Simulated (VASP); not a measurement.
# A VASP study of CdPbO2 (revPBE): structure first, properties next, part 2 of 6

Aim: relax CdPbO2, then compute properties on the relaxed cell. The cell is invented: it takes the structure of COD entry 9008633, EuO (space group 225 there), with some of its atoms replaced by other elements, volume scaled by an estimate. It may not be a known or stable phase. The atoms of the start are displaced at random from the sites of a R-3m cell.

VASP 6.6.1; revPBE; plane waves and PAW (Pb_d, Cd, O); invented cell.

So far, gap on the k-mesh (eV): step 2 (rough relaxation of the start cell) 0.554.

## 3. Full relaxation (revPBE)

Properties are meant for the cell that this level of theory prefers, so cell and atoms are relaxed first (ISIF = 3) until forces and stress are small; EDIFFG sets the threshold.

INCAR

```
SYSTEM = CdPbO2
PREC = Accurate
ENCUT = 520
EDIFF = 1E-06
NELM = 100
ISMEAR = -1
SIGMA = 0.05
LREAL = .FALSE.
ALGO = Normal
GGA = RE
NBANDS = 25
LORBIT = 11
LWAVE = .FALSE.
LCHARG = .FALSE.
KPAR = 2
IBRION = 2
NSW = 60
ISIF = 3
EDIFFG = -0.01
```

POSCAR

```
CdPbO2
1.0
    1.8028732746      1.0399087881      5.8548408103
   -1.7796633387      1.0331908436      5.8489000720
    0.0057871063     -2.0613728058      5.8497912698
Pb Cd O
1 1 2
Direct
    0.5005874725      0.5028723775      0.4982743363
    0.0041547155      0.9984925429      0.9990135346
    0.7431749302      0.7418020698      0.7417481565
    0.2540388818      0.2626000098      0.2610619726
```

KPOINTS

```
Automatic mesh
0
Gamma
7 7 7
0 0 0
```

Potentials, in the order of the species: Pb_d, Cd and O (PBE family, release 64).

Command:

```bash
> mpirun -np 2 vasp_std
```

The log of the run:

```text
[banner, memory and clock lines left out]
running    2 mpi-ranks, on    1 nodes
 distrk:  each k-point on    1 cores,    2 groups
 distr:  one band on    1 cores,    1 groups

 POSCAR found type information on POSCAR PbCdO
 POSCAR found :  3 types and       4 ions
 [... a notice as in an earlier step ...]

 LDA part: xc-table for (Slater+PW92), standard interpolation
 POSCAR, INCAR and KPOINTS ok, starting setup
 FFT: planning ... GRIDC
 FFT: planning ... GRID_SOFT
 FFT: planning ... GRID
 WAVECAR not read
 entering main loop
       N       E                     dE             d eps       ncg     rms          rms(c)
DAV:   1     0.399584176256E+03    0.39958E+03   -0.20310E+04  8656   0.176E+03
DAV:   2     0.157020251005E+02   -0.38388E+03   -0.36883E+03  9514   0.456E+02
DAV:   3    -0.198039232741E+02   -0.35506E+02   -0.34688E+02 10249   0.145E+02
DAV:   4    -0.208101813668E+02   -0.10063E+01   -0.10031E+01  9719   0.263E+01
DAV:   5    -0.208355968586E+02   -0.25415E-01   -0.25406E-01 10472   0.433E+00    0.127E+01
DAV:   6    -0.169153068073E+02    0.39203E+01   -0.22057E+01 12978   0.488E+01    0.916E+00
DAV:   7    -0.166888338810E+02    0.22647E+00   -0.28191E+00  8836   0.156E+01    0.426E+00
DAV:   8    -0.166775026678E+02    0.11331E-01   -0.57275E-01  9242   0.534E+00    0.130E+00
DAV:   9    -0.166648197638E+02    0.12683E-01   -0.50706E-02 11658   0.206E+00    0.331E-01
DAV:  10    -0.166648986074E+02   -0.78844E-04   -0.76568E-03  8873   0.680E-01    0.111E-01
DAV:  11    -0.166652684258E+02   -0.36982E-03   -0.11538E-03 10155   0.221E-01    0.746E-02
DAV:  12    -0.166652748807E+02   -0.64550E-05   -0.11036E-04 10046   0.849E-02    0.390E-02
DAV:  13    -0.166652595031E+02    0.15378E-04   -0.57058E-05  9782   0.484E-02    0.128E-02
DAV:  14    -0.166652604792E+02   -0.97617E-06   -0.41146E-06  9962   0.161E-02
   1 F= -.16665260E+02 E0= -.16665192E+02  d E =-.166653E+02
 curvature:   0.00 expect dE= 0.000E+00 dE for cont linesearch  0.000E+00
 trial: gam= 0.00000 g(F)=  0.106E-03 g(S)=  0.281E-04 ort = 0.000E+00 (trialstep = 0.100E+01)
 search vector abs. value=  0.134E-03
 bond charge predicted
       N       E                     dE             d eps       ncg     rms          rms(c)
DAV:   1    -0.166654434042E+02   -0.18390E-03   -0.49672E-02  8692   0.152E+00    0.728E-02
DAV:   2    -0.166654150909E+02    0.28313E-04   -0.78407E-04 11442   0.251E-01    0.326E-02
DAV:   3    -0.166653918752E+02    0.23216E-04   -0.43868E-05 12320   0.944E-02    0.195E-02
DAV:   4    -0.166653843562E+02    0.75190E-05   -0.12335E-05 12706   0.365E-02    0.589E-03
DAV:   5    -0.166653834589E+02    0.89730E-06   -0.12115E-06  4890   0.126E-02
   2 F= -.16665383E+02 E0= -.16665315E+02  d E =-.122980E-03
[...]
3 F= -.16665590E+02 E0= -.16665523E+02  d E =-.329724E-03
[...]
4 F= -.16665606E+02 E0= -.16665539E+02  d E =-.345315E-03
[...]
5 F= -.16665686E+02 E0= -.16665619E+02  d E =-.805028E-04
[...]
6 F= -.16665702E+02 E0= -.16665635E+02  d E =-.963303E-04
[...]
7 F= -.16665705E+02 E0= -.16665638E+02  d E =-.987582E-04
[...]
8 F= -.16665728E+02 E0= -.16665661E+02  d E =-.234409E-04
 trial-energy change:   -0.000023  1 .order   -0.000025   -0.000031   -0.000019
 step:   2.0105(harm=  2.0105)  dis= 0.00223  next Energy=   -16.665744 (dE=-0.398E-04)
 bond charge predicted
       N       E                     dE             d eps       ncg     rms          rms(c)
DAV:   1    -0.166657187209E+02    0.95106E-05   -0.32904E-02  8689   0.127E+00    0.442E-02
DAV:   2    -0.166657552642E+02   -0.36543E-04   -0.72163E-04 10066   0.217E-01    0.218E-02
DAV:   3    -0.166657478561E+02    0.74082E-05   -0.23437E-05 12219   0.593E-02    0.131E-02
DAV:   4    -0.166657445002E+02    0.33559E-05   -0.74861E-06 10423   0.312E-02    0.511E-03
DAV:   5    -0.166657440212E+02    0.47896E-06   -0.18539E-06  4516   0.121E-02
   9 F= -.16665744E+02 E0= -.16665676E+02  d E =-.394684E-04
 curvature:  -1.79 expect dE=-0.160E-04 dE for cont linesearch -0.485E-06
 trial: gam= 0.03096 g(F)=  0.788E-05 g(S)=  0.104E-05 ort = 0.437E-05 (trialstep = 0.103E+01)
 search vector abs. value=  0.926E-05
 reached required accuracy - stopping structural energy minimisation
```

Elapsed: 14 min, on 2 MPI ranks of Intel Xeon 6975P-C (Granite Rapids), shared host; peak memory 1.1 GiB.

From OUTCAR (step 3):

```text
  LATTYP: Found a triclinic cell.
 ALAT       =     3.5825478376
 B/A-ratio  =     0.9972501080
 C/A-ratio  =     1.7344552329
 COS(alpha) =     0.0002745407
 COS(beta)  =     0.2920170429
 COS(gamma) =     0.4981233604

The static configuration has the point symmetry C_1 .

 Found    172 irreducible k-points:

   k-points           NKPTS =    172   k-points in BZ     NKDIM =    172   number of bands    NBANDS=     25

   dimension x,y,z NGX =    48 NGY =   48 NGZ =   48
   dimension x,y,z NGXF=    96 NGYF=   96 NGZF=   96

   ENCUT  =  520.0 eV  38.22 Ry    6.18 a.u.  11.55 11.53 11.53*2*pi/ulx,y,z

   NELECT =      38.0000    total number of electrons

 E-fermi :   4.5205

 k-point     1 :       0.0000    0.0000    0.0000
  band No.  band energies     occupation
    ...
     15       2.3172      2.00000
     16       2.5262      2.00000
     17       2.5292      2.00000
     18       3.2185      2.00000
     19       3.2262      2.00000
     20       6.1148      0.00000
     21       7.9359      0.00000
     22      11.1931      0.00000
     23      11.2009      0.00000
     24      15.9634      0.00000
    ...

 k-point     2 :       0.1429    0.0000    0.0000
  band No.  band energies     occupation
    ...
     15       2.1848      2.00000
     16       2.4898      2.00000
     17       2.5577      2.00000
     18       3.0744      2.00000
     19       3.2968      2.00000
     20       6.9072      0.00000
     21       7.5116      0.00000
     22      10.2256      0.00000
     23      11.1051      0.00000
     24      14.2142      0.00000
    ...

  Total        0.0048381      0.0057414     -0.0036341     -0.0008447      0.0009180      0.0026374
  in kB        0.1193538      0.1416362     -0.0896509     -0.0208371      0.0226462      0.0650633
  external PRESSURE =       0.0571130 kB  Pullay stress =       0.0000000 kB

  energy-cutoff  :      520.00
  volume of cell :       64.95
      direct lattice vectors                 reciprocal lattice vectors
     1.792526156  1.034794074  5.854984980     0.279232271  0.161192612  0.056817856
    -1.787392999  1.032942017  5.853708862    -0.279439782  0.161481743  0.057011720
     0.000962613 -2.065062847  5.853865447     0.000146634 -0.322700863  0.056988378

 POSITION                                       TOTAL-FORCE (eV/Angst)
 -----------------------------------------------------------------------------------
      0.00300      0.00860      8.79280        -0.002201     -0.001902     -0.004225
      1.78899      1.03623      5.86579         0.005804      0.000539      0.004736
      0.00613      0.00296     13.03386        -0.007323     -0.001772     -0.000020
     -0.00326     -0.00121      4.55215         0.003720      0.003134     -0.000492
 -----------------------------------------------------------------------------------
    total drift:                               -0.000510      0.000028     -0.000311

  FREE ENERGIE OF THE ION-ELECTRON SYSTEM (eV)
  ---------------------------------------------------
  free  energy   TOTEN  =       -16.6657440212 eV

  energy  without entropy=      -16.6656088204  energy(sigma->0) =      -16.66567642

 total charge
# of ion       s       p       d       tot
------------------------------------------
    1        1.511   0.449   9.864  11.824
    2        0.324   0.207   9.630  10.160
    3        1.582   3.310   0.000   4.892
    4        1.582   3.310   0.000   4.892
--------------------------------------------------
tot          4.999   7.276  19.494  31.769

[... 2 parts as in an earlier step ...]

[... 7 further parts left out ...]
```

Step by step:

```csv
step,energy less that of the first step (eV),largest force (eV/Å),pressure (GPa),volume (Å³)
1,0.0000,0.0380,0.02,64.94
2,-0.0001,0.0320,-0.01,64.96
3,-0.0003,0.0190,-0.10,65.03
4,-0.0003,0.0180,-0.14,65.06
5,-0.0004,0.0150,-0.05,64.98
6,-0.0004,0.0121,0.05,64.91
7,-0.0004,0.0120,0.05,64.92
8,-0.0005,0.0101,0.02,64.93
9,-0.0005,0.0075,0.01,64.95
```

```csv
cell as run,before,after,change
a (Å),6.214,6.210,-0.1 %
b (Å),6.200,6.207,+0.1 %
c (Å),6.202,6.207,+0.1 %
α (°),33.48,33.49,+0.0 %
β (°),33.56,33.52,-0.1 %
γ (°),33.55,33.51,-0.1 %
volume (Å³/atom),16.23,16.24,+0.0 %
```

The atoms that moved most (Å, as changes of fractional coordinates times the final cell):

```csv
atom,dx,dy,dz,length
Cd2,-0.014,-0.003,0.001,0.014
O4,0.010,0.004,-0.001,0.011
```

The relaxed structure:

```cif
data_structure
_symmetry_space_group_name_H-M 'P 1'
_symmetry_Int_Tables_number 1
_cell_length_a 6.2101
_cell_length_b 6.2071
_cell_length_c 6.2074
_cell_angle_alpha 33.493
_cell_angle_beta 33.516
_cell_angle_gamma 33.513
_cell_volume 64.95
loop_
_atom_site_label
_atom_site_type_symbol
_atom_site_fract_x
_atom_site_fract_y
_atom_site_fract_z
_atom_site_occupancy
Pb1 Pb 0.50181 0.50184 0.49831 1
Cd2 Cd 0.99986 0.00184 0.00015 1
O3 O 0.74275 0.74185 0.74182 1
O4 O 0.25754 0.26024 0.25981 1
```

Numbers from this step:

* irreducible k-points: 172
* Fermi energy: 4.521 eV
* pressure: 0.005711 GPa
* valence top at k: -0.2857, 0, 0.1429
* conduction bottom at k: 0.4286, 0.4286, 0.4286
* least direct gap at k: 0.4286, 0.4286, 0.4286
* SCF cycles over all ionic steps: 55
* gap on the k-mesh: 0.5377 eV
* least direct gap on the k-mesh: 0.9612 eV

It ends with a largest force of 0.008 eV/Å and a pressure of 0.01 GPa.

[end of part 2 of 6]

[Lines on the potential files, build, host, timing and source positions are cut from VASP's logs without a mark.]

[Logs are printed without paths, hosts, clocks, repeated set-up lines and the standing remarks that a program may print on its own settings, such as how far it seeks lower states.]

[Hosts, paths, dates, database ids (printed as entryN), source tags and the programs' standing remarks are cut or masked in the printed files.]

[A measured line is paired with the nearest computed mode of its activity, which favours agreement.]
